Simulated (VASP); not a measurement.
Calculation: PBE GGA, VASP's PBE PAW potentials (set 64) (plane waves; VASP).

Input for VASP

**INCAR**
```
ALGO = Normal
EDIFF = 1E-6
ENCUT = 210
GGA = PE
ISIF = 2
ISMEAR = -1
LASPH = .TRUE.
LCHARG = .FALSE.
LMAXMIX = 4
LREAL = .FALSE.
LWAVE = .FALSE.
NELM = 100
PREC = Accurate
SIGMA = 0.05
SYSTEM = CuGaSe2
```

POSCAR:
```
CuGaSe2
1.0
 -2.8050000000   2.8050000000   5.5100000000
  2.8050000000  -2.8050000000   5.5100000000
  2.8050000000   2.8050000000  -5.5100000000
Ga Cu Se
2 2 4
Direct
  0.4983230000   0.5111240000   0.0058410000
  0.2460590000   0.7372880000   0.4942850000
 -0.0011780000   0.0088850000   0.0083980000
  0.7494880000   0.2559220000   0.4975750000
  0.8754920000   0.8714500000   0.4985070000
  0.1239150000   0.6324730000   0.0001880000
  0.3883310000   0.3763110000   0.5122380000
  0.6195700000   0.1065470000  -0.0170320000
```

### KPOINTS
```
Automatic mesh
0
gamma
 8 8 8
```

POTCAR, in this order: Ga_d Cu Se (PBE.64 set). Program: vasp_std.

### Question
What will the output report for the number of irreducible k-points (NKPTS), largest plane-wave count, number of space-group operations, FFT grid (NGX, NGY, NGZ)?

### Answer

```yaml
number of irreducible k-points (NKPTS): 260
largest_plane_wave_count: 1218
number_of_space_group_operations: 1
FFT grid (NGX, NGY, NGZ): 32 × 32 × 32
```

The structure is a typed CuGaSe2 crystal. The cell was not relaxed at this level, atoms are displaced from their ideal sites. The run is one of a series of settings (ENCUT = 210, KPOINTS 8×8×8 Γ-centred mesh against the base run), some of them coarse on purpose.
